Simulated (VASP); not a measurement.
# LuPW (P-6m2) in VASP: reference runs

How does LuPW come out in PBE? The cell is run as given.

Program: VASP 6.6.1. These are calculated values, not measurements. Logs are shortened: lines on timing, memory, paths and dates and some standing lists are left out, and cuts for length are marked.

## Step 1: The crystal as given

It takes space group P-6m2 (No. 187, hexagonal). The conventional cell has a = 4.131 Å, b = 4.131 Å, c = 3.863 Å, α = 90.00°, β = 90.00°, γ = 120.00°. Lu (site symmetry -6m2) is surrounded by 6 W at 3.07 Å and 6 P at 3.07 Å. P (site symmetry -6m2) has 3 W at 2.39 Å as nearest neighbours. Around W (site symmetry -6m2) lie 3 P at 2.39 Å.

The cell was built by a generator and needn't be a form met in nature.

## Step 2: Single point, PBE

Contents of INCAR:

```
SYSTEM = LuPW
PREC     = Accurate       ! precision mode
ENCUT    = 520            ! plane-wave cutoff, eV
EDIFF    = 1E-7           ! SCF threshold, eV
ISMEAR   = -1             ! smearing method
SIGMA    = 0.05           ! smearing width, eV
LREAL    = .False.        ! projectors in reciprocal space
LASPH    = .True.         ! aspherical terms in the spheres
NELM     = 100            ! most SCF steps
ALGO     = Normal         ! electronic algorithm
ISIF     = 2              ! what is computed and relaxed
LWAVE    = .False.        ! write WAVECAR
LCHARG   = .True.         ! write CHGCAR
GGA      = PE             ! functional
LELF     = .True.         ! ELF
LVHAR    = .True.       
NBANDS   = 29             ! bands
```

Contents of KPOINTS:

```
regular mesh
0
Gamma
  8 8 7
  0 0 0
```

Contents of POSCAR:

```
LuPW
1.0
    4.1313400000      0.0000000000      0.0000000000
   -2.0656700000      3.5778400000      0.0000000000
    0.0000000000      0.0000000000      3.8626800000
Lu P W
1 1 1
Direct
    0.6666700000      0.3333300000      0.0000000000
    0.0000000000      0.0000000000      0.5000000000
    0.3333300000      0.6666700000      0.5000000000
```

Potentials or basis: VASP PAW PBE potentials, release 64 (Lu, P, W_sv).

Command:

```sh
cat potpaw_PBE.64/Lu/POTCAR potpaw_PBE.64/P/POTCAR potpaw_PBE.64/W_sv/POTCAR > POTCAR
mpirun -np 1 vasp_std > vasp.out
```

OUTCAR:

```text
SYSTEM = LuPW
   PREC = Accurate
   ENCUT = 520
   EDIFF = 1E-7
   ISMEAR = -1
   LREAL = .False.
   LASPH = .True.
   NELM = 100
   ISIF = 2
   GGA = PE

 ion  position               nearest neighbor table
   1  0.667  0.333  0.000-   3 3.07   3 3.07   2 3.07   2 3.07   3 3.07   3 3.07   2 3.07   2 3.07
                             2 3.07   2 3.07   3 3.07   3 3.07
   2  0.000  0.000  0.500-   3 2.39   3 2.39   3 2.39   1 3.07   1 3.07   1 3.07   1 3.07   1 3.07
                             1 3.07
   3  0.333  0.667  0.500-   2 2.39   2 2.39   2 2.39   1 3.07   1 3.07   1 3.07   1 3.07   1 3.07
                             1 3.07

  LATTYP: Found a hexagonal cell.
 ALAT       =     4.1313400000
 C/A-ratio  =     0.9349702518

  Lattice vectors:

 A1 = (   4.1313400000,   0.0000000000,   0.0000000000)
 A2 = (  -2.0656700000,   3.5778400000,   0.0000000000)
 A3 = (   0.0000000000,   0.0000000000,   3.8626800000)

Analysis of symmetry for initial positions (statically):
=====================================================================
 Subroutine PRICEL returns:
 Original cell was already a primitive cell.

 Routine SETGRP: Setting up the symmetry group for a
 hexagonal supercell.

 Subroutine GETGRP returns: Found  4 space group operations
 (whereof  4 operations were pure point group operations)
 out of a pool of 24 trial point group operations.

The static configuration has the point symmetry C_2v.

Analysis of symmetry for dynamics (positions and initial velocities):
=====================================================================
 Subroutine PRICEL returns:
 Original cell was already a primitive cell.

 Routine SETGRP: Setting up the symmetry group for a
 hexagonal supercell.

 Subroutine GETGRP returns: Found  4 space group operations
 (whereof  4 operations were pure point group operations)
 out of a pool of 24 trial point group operations.

The dynamic configuration has the point symmetry C_2v.

 Subroutine INISYM returns: Found  4 space group operations
 (whereof  4 operations are pure point group operations),
 and found     1 'primitive' translations

----------------------------------------------------------------------------------------

                                     Primitive cell

  volume of cell :      57.0953

[... 86 lines left out ...]
   LSORBIT =      F    spin-orbit coupling
   LASPH  =      T    aspherical Exc in radial PAW
   ENCUT  =  520.0 eV  38.22 Ry    6.18 a.u.   7.68  7.68  7.18*2*pi/ulx,y,z
   NELM   =    100;   NELMIN=  2; NELMDL= -5     # of ELM steps
   EDIFF  = 0.1E-06   stopping-criterion for ELM
   LREAL  =      F    real-space projection
   EDIFFG = 0.1E-05   stopping-criterion for IOM
   NSW    =      0    number of steps for IOM
   IBRION =     -1    ionic relax: 0-MD 1-quasi-New 2-CG
   NFREE  =      0    steps in history (QN), initial steepest desc. (CG)
   ISIF   =      2    stress and relaxation
   ISYM   =      2    0-nonsym 1-usesym 2-fastsym
   POTIM  = 0.5000    time-step for ionic-motion
   TEBEG  =    0.0;   TEEND  =   0.0 temperature during run
   PSTRESS=    0.0 pullay stress
   NELECT =      44.0000    total number of electrons
   NUPDOWN=      -1.0000    fix difference up-down
   EMIN   =  10.00;   EMAX   =-10.00  energy-range for DOS
   EFERMI =   0.00;   METHOD = LEGACY
   ISMEAR =    -1;   SIGMA  =   0.05  broadening in eV -4-tet -1-fermi 0-gaus
   EFERMI_NEDOS =   21; number of points for ismear=-14 and -15
   IALGO  =     38    algorithm
   IMIX   =      4    mixing-type and parameters
     AMIX     =   0.40;   BMIX     =  1.00
     AMIX_MAG =   1.60;   BMIX_MAG =  1.00
  volume/ion in A,a.u.               =      19.03       128.43
  Fermi-wavevector in a.u.,A,eV,Ry     =   1.500925  2.836336 30.650858  2.252775
  Thomas-Fermi vector in A             =   2.612362
   LORBIT       =      0    0 simple, 1 ext, 2 COOP (PROOUT), +10 PAW based schemes
   GGA     = PE    functional components
   LHFCALC =     F    Hartree Fock is set to
   AEXX    =    0.0000 exact exchange contribution
   IVDW    =     0    specifies the selected vdW correction
   LEPSILON=     F    determine dielectric tensor
   LRPA    =     F    only Hartree local field effects (RPA)
 non-spin polarized calculation
  energy-cutoff  :      520.00
  volume of cell :       57.10
 maximum number of plane-waves:      1557
   NGX = 15   NGY = 15   NGZ = 15

 number of electron      44.0000010 magnetization

 Free energy of the ion-electron system (eV)
  ---------------------------------------------------
  ext. energy  EPLUGINS =         0.00000000
  ---------------------------------------------------
  free energy    TOTEN  =       -23.64121142 eV

  energy without entropy =      -23.62533591  energy(sigma->0) =      -23.63327367

 E-fermi :   6.7407     XC(G=0): -11.8210

 val. band max:        6.7365997782   @ k =   0.1250   0.1250   0.1429
 cond. band min:       6.7707464260   @ k =  -0.1250   0.2500   0.0000
 fundamental gap:      0.0341466478
 Fermi energy:         6.7407247317

 k-point     1 :       0.0000    0.0000    0.0000
  band No.  band energies     occupation
      1     -66.8106      2.00000
      2     -49.3686      2.00000
      3     -31.1934      2.00000
      4     -31.1933      2.00000
      5     -30.9411      2.00000
      6     -20.0809      2.00000
[... 757 lines left out ...]
     28      11.4362      0.00000
     29      12.1833      0.00000

 [... further k-points ...]

------------------------ aborting loop because EDIFF is reached ----------------------------------------

  FORCE on cell =-STRESS in cart. coord.  units (eV):
  Direction    XX          YY          ZZ          XY          YZ          ZX
  --------------------------------------------------------------------------------------
  -------------------------------------------------------------------------------------
  Total        0.0320782      0.0319633      0.1239870     -0.0000994      0.0000000      0.0000000
  in kB        0.9001607      0.8969370      3.4792544     -0.0027895      0.0000000      0.0000000
  external PRESSURE =       1.7587840 kB  Pullay stress =       0.0000000 kB

 VOLUME and BASIS-vectors are now :
 -----------------------------------------------------------------------------
  energy-cutoff  :      520.00
  volume of cell :       57.10
      direct lattice vectors                 reciprocal lattice vectors
     4.131340000  0.000000000  0.000000000     0.242052216  0.139749122  0.000000000
    -2.065670000  3.577840000  0.000000000     0.000000000  0.279498245  0.000000000
     0.000000000  0.000000000  3.862680000     0.000000000  0.000000000  0.258887612

 POSITION                                       TOTAL-FORCE (eV/Angst)
 -----------------------------------------------------------------------------------
      2.06569      1.19260      0.00000        -0.000100      0.000058      0.000000
      0.00000      0.00000      1.93134        -0.000239      0.000138      0.000000
     -0.00002      2.38524      1.93134         0.000339     -0.000196      0.000000
 -----------------------------------------------------------------------------------
    total drift:                                0.000016      0.000037      0.000000

  FREE ENERGIE OF THE ION-ELECTRON SYSTEM (eV)
  ---------------------------------------------------
  free  energy   TOTEN  =       -23.6412114248 eV

  energy  without entropy=      -23.6253359134  energy(sigma->0) =      -23.63327367
```

Wall time 2.2 min (1 thread of Intel Xeon Platinum 8488C (Sapphire Rapids), shared host); peak memory 0.3 GiB.

What came out:

* Free energy: -23.6412 eV
* Pressure: 0.2 GPa
* Band gap on the k mesh: none (metal or under the smearing width)

Stress tensor (GPa, compression positive):
```
0.09 0.00 0.00
0.00 0.09 0.00
0.00 0.00 0.35
```

Levels at points of the mesh, in eV from the Fermi level:
```
           k point  band 19  band 20  band 21  band 22  band 23  band 24  band 25  band 26
(0.00, 0.00, 0.00)    -3.38    -1.63    -0.47    -0.27    -0.27     1.38     1.38     3.62
(0.50, 0.00, 0.00)    -3.26    -2.93    -1.41    -1.19     0.45     1.69     1.90     3.82
(0.50, 0.50, 0.00)    -3.26    -2.93    -1.41    -1.19     0.45     1.69     1.90     3.82
```

Spin-orbit coupling is left out, which matters for the levels of Lu, W.
